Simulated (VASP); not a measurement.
# Band edges against the vacuum: GaP(110)

Aim: ionisation energy and electron affinity of GaP(110), from a slab and a bulk run lined up through core potentials.

Program: VASP 6.6.1. Level of theory: r2SCAN; plane waves and PAW (Ga, P). Results are calculated unless marked as measured.

## Step 1: The starting structure

It takes space group F-43m (No. 216, cubic). Conventional cell: a = 5.450 Å, b = 5.450 Å, c = 5.450 Å, α = 90.00°, β = 90.00°, γ = 90.00°. Nearest to Ga lie 4 P at 2.36 Å. Nearest to P lie 4 Ga at 2.36 Å. Farther neighbours are not listed.

As a file:

```xyz
2
Lattice="0.0000 2.7250 2.7250 2.7250 0.0000 2.7250 2.7250 2.7250 0.0000" Properties=species:S:1:pos:R:3 pbc="T T T"
Ga    0.0000    0.0000    0.0000
P     1.3625    1.3625    1.3625
```

## Step 2: Relaxing the bulk crystal

First cell and atoms are relaxed at a raised cutoff, so that later runs start from this functional's own cell.

Contents of INCAR:

```
SYSTEM = GaP
PREC = Accurate
ENCUT = 350
EDIFF = 1E-06
NELM = 120
ISMEAR = 0
SIGMA = 0.03
LREAL = .FALSE.
ALGO = Normal
METAGGA = R2SCAN
LASPH = .TRUE.
NBANDS = 10
LORBIT = 11
LWAVE = .FALSE.
LCHARG = .FALSE.
KPAR = 4
IBRION = 2
NSW = 40
ISIF = 3
EDIFFG = -0.02
POTIM = 0.4
```

Contents of POSCAR:

```
GaP
1.0
    0.0000000000      2.7250000000      2.7250000000
    2.7250000000      0.0000000000      2.7250000000
    2.7250000000      2.7250000000      0.0000000000
Ga P
1 1
Direct
    0.0000000000      0.0000000000      0.0000000000
    0.2500000000      0.2500000000      0.2500000000
```

Contents of KPOINTS:

```
Automatic mesh
0
Gamma
6 6 6
0 0 0
```

The projector-augmented-wave data sets are Ga and P (PBE family, release 64).

Started as:

```bash
$ mpirun -np 4 vasp_std
```

The log of the run:

```text
[banner, memory and clock lines left out]
running    4 mpi-ranks, on    1 nodes
 distrk:  each k-point on    1 cores,    4 groups
 distr:  one band on    1 cores,    1 groups

 POSCAR found type information on POSCAR GaP
 POSCAR found :  2 types and       2 ions
|                                                                             |
|               ----> ADVICE to this user running VASP <----                  |
|                                                                             |
|     You enforced a specific xc type in the INCAR file but a different       |
|     [... a line on the potential file left out ...]
|     I HOPE YOU KNOW WHAT YOU ARE DOING!                                     |
|                                                                             |

 LDA part: xc-table for (None), standard interpolation
 POSCAR, INCAR and KPOINTS ok, starting setup
 FFT: planning ... GRIDC
 FFT: planning ... GRID_SOFT
 FFT: planning ... GRID
 WAVECAR not read
 entering main loop
       N       E                     dE             d eps       ncg     rms          rms(c)
DAV:   1    -0.444043286332E+01   -0.44404E+01   -0.28677E+03   320   0.520E+02
DAV:   2    -0.220321045600E+02   -0.17592E+02   -0.17084E+02   440   0.825E+01
DAV:   3    -0.225489043037E+02   -0.51680E+00   -0.51609E+00   400   0.141E+01
DAV:   4    -0.225514591215E+02   -0.25548E-02   -0.25545E-02   432   0.118E+00
DAV:   5    -0.225514733505E+02   -0.14229E-04   -0.14229E-04   376   0.720E-02    0.545E+00
DAV:   6    -0.214356941200E+02    0.11158E+01   -0.42172E-01   348   0.359E+00    0.382E+00
DAV:   7    -0.214293922789E+02    0.63018E-02   -0.22849E-01   356   0.231E+00    0.122E+00
DAV:   8    -0.214287590851E+02    0.63319E-03   -0.21151E-02   374   0.699E-01    0.229E-01
DAV:   9    -0.214288526883E+02   -0.93603E-04   -0.10446E-03   366   0.226E-01    0.948E-02
DAV:  10    -0.214288459703E+02    0.67180E-05   -0.76423E-05   382   0.475E-02    0.433E-02
DAV:  11    -0.214288726976E+02   -0.26727E-04   -0.31602E-05   340   0.462E-02    0.611E-03
DAV:  12    -0.214288726252E+02    0.72385E-07   -0.59212E-07   350   0.503E-03
   1 F= -.21428873E+02 E0= -.21428873E+02  d E =-.214289E+02
 curvature:   0.00 expect dE= 0.000E+00 dE for cont linesearch  0.000E+00
 trial: gam= 0.00000 g(F)=  0.173E-45 g(S)=  0.281E-02 ort = 0.000E+00 (trialstep = 0.100E+01)
 search vector abs. value=  0.281E-02
 bond charge predicted
       N       E                     dE             d eps       ncg     rms          rms(c)
DAV:   1    -0.214309134603E+02   -0.20408E-02   -0.44123E-02   338   0.106E+00    0.259E-01
DAV:   2    -0.214300028460E+02    0.91061E-03   -0.32219E-03   352   0.276E-01    0.155E-01
DAV:   3    -0.214297804054E+02    0.22244E-03   -0.93002E-04   362   0.148E-01    0.463E-02
DAV:   4    -0.214297654308E+02    0.14975E-04   -0.25265E-05   362   0.352E-02    0.392E-02
DAV:   5    -0.214297556652E+02    0.97656E-05   -0.20357E-05   386   0.308E-02    0.176E-02
DAV:   6    -0.214297553529E+02    0.31229E-06   -0.35734E-07   184   0.471E-03
   2 F= -.21429755E+02 E0= -.21429755E+02  d E =-.882728E-03
 trial-energy change:   -0.000883  1 .order   -0.000904   -0.002813    0.001005
 step:   0.7302(harm=  0.7368)  dis= 0.00000  next Energy=   -21.429891 (dE=-0.102E-02)
 bond charge predicted
       N       E                     dE             d eps       ncg     rms          rms(c)
DAV:   1    -0.214299700186E+02   -0.21435E-03   -0.32104E-03   338   0.287E-01    0.729E-02
DAV:   2    -0.214299083973E+02    0.61621E-04   -0.22942E-04   354   0.740E-02    0.436E-02
DAV:   3    -0.214298901658E+02    0.18232E-04   -0.68895E-05   362   0.403E-02    0.132E-02
DAV:   4    -0.214298893512E+02    0.81465E-06   -0.19017E-06   342   0.962E-03
   3 F= -.21429889E+02 E0= -.21429889E+02  d E =-.101673E-02
 curvature:  -0.37 expect dE=-0.137E-07 dE for cont linesearch -0.137E-07
 trial: gam= 0.00000 g(F)=  0.125E-45 g(S)=  0.371E-07 ort =-0.102E-04 (trialstep = 0.946E+00)
 search vector abs. value=  0.372E-07
 reached required accuracy - stopping structural energy minimisation
```

Run time: 15 s. Hardware: 4 MPI ranks of AMD EPYC 9R45, shared host; peak memory 0.45 GiB; 46 s of CPU time.

Lines that name or quote the potential files are left out of all logs, and their timing lines are given in words.

Parts of OUTCAR (step 2):

```text
ion  position               nearest neighbor table
   1  0.000  0.000  0.000-   2 2.36   2 2.36   2 2.36   2 2.36
   2  0.250  0.250  0.250-   1 2.36   1 2.36   1 2.36   1 2.36

  LATTYP: Found a face centered cubic cell.
 ALAT       =     5.4500000000

 Subroutine GETGRP returns: Found 24 space group operations
 (whereof 24 operations were pure point group operations)

The static configuration has the point symmetry T_d .

 Found     16 irreducible k-points:

   k-points           NKPTS =     16   k-points in BZ     NKDIM =     16   number of bands    NBANDS=     10

   dimension x,y,z NGX =    24 NGY =   24 NGZ =   24
   dimension x,y,z NGXF=    48 NGYF=   48 NGZF=   48

   ENCUT  =  350.0 eV  25.72 Ry    5.07 a.u.   5.88  5.88  5.88*2*pi/ulx,y,z

   NELECT =       8.0000    total number of electrons

 k-points in reciprocal lattice and weights: Automatic mesh
   0.00000000  0.00000000  0.00000000       0.005
   0.16666667  0.00000000  0.00000000       0.037
   0.33333333  0.00000000  0.00000000       0.037
   0.50000000  0.00000000  0.00000000       0.019
   0.16666667  0.16666667  0.00000000       0.028
   0.33333333  0.16666667  0.00000000       0.111
   0.50000000  0.16666667  0.00000000       0.111
  -0.33333333  0.16666667  0.00000000       0.111
  -0.16666667  0.16666667  0.00000000       0.056
[...]
-0.33333333  0.33333333  0.16666667       0.111
  -0.33333333  0.50000000  0.16666667       0.056

 average (electrostatic) potential at core
       1 -17.2146       2 -87.7933

 E-fermi :   3.1805

 k-point     1 :       0.0000    0.0000    0.0000
  band No.  band energies     occupation
      1      -9.8692      2.00000
      2       3.0446      2.00000
      3       3.0446      2.00000
      4       3.0446      2.00000
      5       5.3917      0.00000
      6       7.2923      0.00000
      7       7.2923      0.00000
      8       7.2923      0.00000
      9      12.4894      0.00000
    ...

 k-point     2 :       0.1667    0.0000    0.0000
  band No.  band energies     occupation
      1      -9.5273      2.00000
      2       0.6442      2.00000
      3       2.6681      2.00000
      4       2.6681      2.00000
      5       5.8940      0.00000
      6       7.8617      0.00000
      7       7.8617      0.00000
      8       8.5385      0.00000
      9      12.5081      0.00000
    ...

 k-point     3 :       0.3333    0.0000    0.0000
  band No.  band energies     occupation
      1      -8.6120      2.00000
      2      -2.2671      2.00000
      3       2.1190      2.00000
      4       2.1190      2.00000
      5       5.3479      0.00000
      6       8.2532      0.00000
      7       8.2532      0.00000
      8      11.2211      0.00000
      9      13.2318      0.00000
    ...

  Total       -0.0008006     -0.0008006     -0.0008006      0.0000000      0.0000000     -0.0000000
  in kB       -0.0314003     -0.0314003     -0.0314003      0.0000000      0.0000000     -0.0000000
  external PRESSURE =      -0.0314003 kB  Pullay stress =       0.0000000 kB

  energy-cutoff  :      350.00
  volume of cell :       40.85
      direct lattice vectors                 reciprocal lattice vectors
     0.000000000  2.733464017  2.733464017    -0.182918084  0.182918084  0.182918084
     2.733464017  0.000000000  2.733464017     0.182918084 -0.182918084  0.182918084
     2.733464017  2.733464017 -0.000000000     0.182918084  0.182918084 -0.182918084

 POSITION                                       TOTAL-FORCE (eV/Angst)
 -----------------------------------------------------------------------------------
      0.00000      0.00000      0.00000        -0.000000     -0.000000      0.000000
      1.36673      1.36673      1.36673         0.000000      0.000000     -0.000000
 -----------------------------------------------------------------------------------
    total drift:                               -0.000001     -0.000001     -0.000001

  FREE ENERGIE OF THE ION-ELECTRON SYSTEM (eV)
  ---------------------------------------------------
  free  energy   TOTEN  =       -21.4298893512 eV

  energy  without entropy=      -21.4298893512  energy(sigma->0) =      -21.42988935

 reached required accuracy - stopping structural energy minimisation

 total charge
# of ion       s       p       d       tot
------------------------------------------
    1        1.065   1.297   0.178   2.540
    2        1.009   1.541   0.000   2.551
--------------------------------------------------
tot          2.074   2.839   0.178   5.091

[... 3 further parts left out ...]
```

The PAW data sets were made with PBE, which is usual practice but a small mismatch for other functionals. The data set Ga keeps the semicore shell frozen, which is cheaper and a little less accurate. The run keeps the 24 symmetry operations of its start, so it cannot find a distortion of lower symmetry.

Relaxation path:

| step | energy less that of the first step (eV) | largest force (eV/Å) | pressure (GPa) | volume (Å³) |
| --- | --- | --- | --- | --- |
| 1 | 0.0000 | 0.0000 | 0.87 | 40.47 |
| 2 | -0.0009 | 0.0000 | -0.31 | 40.99 |
| 3 | -0.0010 | 0.0000 | 0.00 | 40.85 |

```csv
"conventional cell, symmetrised",before,after,change
a (Å),5.450,5.467,+0.3 %
b (Å),5.450,5.467,+0.3 %
c (Å),5.450,5.467,+0.3 %
volume (Å³/atom),20.23,20.42,+0.9 %
```

The relaxed structure:

```cif
data_structure
_symmetry_space_group_name_H-M 'P 1'
_symmetry_Int_Tables_number 1
_cell_length_a 3.8657
_cell_length_b 3.8657
_cell_length_c 3.8657
_cell_angle_alpha 60.000
_cell_angle_beta 60.000
_cell_angle_gamma 60.000
_cell_volume 40.85
loop_
_atom_site_label
_atom_site_type_symbol
_atom_site_fract_x
_atom_site_fract_y
_atom_site_fract_z
_atom_site_occupancy
Ga1 Ga 0.00000 0.00000 0.00000 1
P2 P 0.25000 0.25000 0.25000 1
```

This step gave:

```yaml
electronic_cycles: 22
electrons: 8
free_energy_toten: -21.43 eV
fermi_energy: 3.180 eV
```

The run ended after 3 ionic steps, 0.001 eV below its first step, once forces and stress met EDIFFG = -0.02.

## Step 3: Band edges of the bulk

A static bulk run at the slab's cutoff gives the band edges and the core potentials that tie them to the slab.

Contents of INCAR:

```
SYSTEM = GaP
PREC = Normal
ENCUT = 320
EDIFF = 1E-06
NELM = 120
ISMEAR = 0
SIGMA = 0.03
LREAL = .FALSE.
ALGO = Normal
METAGGA = R2SCAN
LASPH = .TRUE.
NBANDS = 10
LORBIT = 11
LWAVE = .FALSE.
LCHARG = .FALSE.
KPAR = 4
```

Contents of POSCAR:

```
GaP
1.0
    0.0000000000      2.7334640173      2.7334640173
    2.7334640173      0.0000000000      2.7334640173
    2.7334640173      2.7334640173      0.0000000000
Ga P
1 1
Direct
    0.0000000000      0.0000000000      0.0000000000
    0.2500000000      0.2500000000      0.2500000000
```

Contents of KPOINTS:

```
Automatic mesh
0
Gamma
14 14 14
0 0 0
```

Started as:

```bash
$ mpirun -np 4 vasp_std
```

The log of the run:

```text
[banner, memory and clock lines left out]
running    4 mpi-ranks, on    1 nodes
 distrk:  each k-point on    1 cores,    4 groups
 distr:  one band on    1 cores,    1 groups

 POSCAR found type information on POSCAR GaP
 POSCAR found :  2 types and       2 ions
 [... a notice as in an earlier step ...]

 LDA part: xc-table for (None), standard interpolation
 POSCAR, INCAR and KPOINTS ok, starting setup
 FFT: planning ... GRIDC
 FFT: planning ... GRID_SOFT
 FFT: planning ... GRID
 WAVECAR not read
 entering main loop
       N       E                     dE             d eps       ncg     rms          rms(c)
DAV:   1    -0.301996108935E+01   -0.30200E+01   -0.29219E+03  2080   0.496E+02
DAV:   2    -0.219727694073E+02   -0.18953E+02   -0.18319E+02  2752   0.862E+01
DAV:   3    -0.225649149724E+02   -0.59215E+00   -0.59135E+00  2628   0.152E+01
DAV:   4    -0.225679388885E+02   -0.30239E-02   -0.30233E-02  2620   0.124E+00
DAV:   5    -0.225679612664E+02   -0.22378E-04   -0.22378E-04  2602   0.978E-02    0.541E+00
DAV:   6    -0.214482306798E+02    0.11197E+01   -0.41424E-01  2210   0.353E+00    0.379E+00
DAV:   7    -0.214436953643E+02    0.45353E-02   -0.22263E-01  2370   0.227E+00    0.120E+00
DAV:   8    -0.214430683909E+02    0.62697E-03   -0.21663E-02  2412   0.698E-01    0.229E-01
DAV:   9    -0.214431382661E+02   -0.69875E-04   -0.10806E-03  2452   0.224E-01    0.947E-02
DAV:  10    -0.214431327255E+02    0.55407E-05   -0.71119E-05  2490   0.470E-02    0.442E-02
DAV:  11    -0.214431596596E+02   -0.26934E-04   -0.33283E-05  2260   0.465E-02    0.678E-03
DAV:  12    -0.214431597059E+02   -0.46316E-07   -0.57142E-07  2484   0.481E-03
   1 F= -.21443160E+02 E0= -.21443160E+02  d E =-.151770E-20
```

The job ended after 12 s (4 MPI ranks; peak memory 0.43 GiB; 35 s of CPU time).

OUTCAR, selected parts (step 3):

```text
  LATTYP: Found a face centered cubic cell.
 ALAT       =     5.4669280346

The static configuration has the point symmetry T_d .

 Found    104 irreducible k-points:

   k-points           NKPTS =    104   k-points in BZ     NKDIM =    104   number of bands    NBANDS=     10

   dimension x,y,z NGX =    18 NGY =   18 NGZ =   18
   dimension x,y,z NGXF=    36 NGYF=   36 NGZF=   36

   ENCUT  =  320.0 eV  23.52 Ry    4.85 a.u.   5.64  5.64  5.64*2*pi/ulx,y,z

   NELECT =       8.0000    total number of electrons

 E-fermi :   3.2203

 k-point     1 :       0.0000    0.0000    0.0000
  band No.  band energies     occupation
      1      -9.8756      2.00000
      2       3.0377      2.00000
      3       3.0377      2.00000
      4       3.0377      2.00000
      5       5.3859      0.00000
      6       7.2904      0.00000
      7       7.2904      0.00000
      8       7.2904      0.00000
      9      12.4901      0.00000
    ...

 k-point     2 :       0.0714    0.0000    0.0000
  band No.  band energies     occupation
      1      -9.8119      2.00000
      2       2.3575      2.00000
      3       2.9545      2.00000
      4       2.9545      2.00000
      5       5.7632      0.00000
      6       7.4216      0.00000
      7       7.4216      0.00000
      8       7.4388      0.00000
      9      12.8313      0.00000
    ...

  Total       -0.0106849     -0.0106849     -0.0106849      0.0000000     -0.0000000      0.0000000
  in kB       -0.4190932     -0.4190932     -0.4190932      0.0000000     -0.0000000      0.0000000
  external PRESSURE =      -0.4190932 kB  Pullay stress =       0.0000000 kB

  energy-cutoff  :      320.00
  volume of cell :       40.85
      direct lattice vectors                 reciprocal lattice vectors
     0.000000000  2.733464017  2.733464017    -0.182918084  0.182918084  0.182918084
     2.733464017  0.000000000  2.733464017     0.182918084 -0.182918084  0.182918084
     2.733464017  2.733464017  0.000000000     0.182918084  0.182918084 -0.182918084

 POSITION                                       TOTAL-FORCE (eV/Angst)
 -----------------------------------------------------------------------------------
      0.00000      0.00000      0.00000        -0.000000      0.000000     -0.000000
      1.36673      1.36673      1.36673         0.000000     -0.000000      0.000000
 -----------------------------------------------------------------------------------
    total drift:                                0.000004      0.000004      0.000005

  FREE ENERGIE OF THE ION-ELECTRON SYSTEM (eV)
  ---------------------------------------------------
  free  energy   TOTEN  =       -21.4431597059 eV

  energy  without entropy=      -21.4431597059  energy(sigma->0) =      -21.44315971

 total charge
# of ion       s       p       d       tot
------------------------------------------
    1        1.067   1.296   0.178   2.541
    2        1.012   1.539   0.000   2.551
--------------------------------------------------
tot          2.079   2.835   0.178   5.092

[... 1 part as in an earlier step ...]

[... 7 further parts left out ...]
```

The gap is read on the k-mesh alone, so it is an upper bound where the band edges lie off the mesh.

Numbers from this step:

```
electronic cycles              : 12
free energy (TOTEN)            : -21.44 eV
Fermi energy                   : 3.220 eV
metallic                       : no
gap on the k-mesh              : 1.903 eV
least direct gap on the k-mesh : 2.348 eV
```

(Continued in part 2 of 3.)

[Lines on the potential files, build, host, timing and source positions are cut from VASP's logs without a mark.]

[Logs are printed without paths, hosts, clocks, repeated set-up lines and the standing remarks that a program may print on its own settings, such as how far it seeks lower states.]

[Hosts, paths, dates, database ids (printed as entryN), source tags and the programs' standing remarks are cut or masked in the printed files.]

[Runs that stopped without an error message from VASP are left out.]
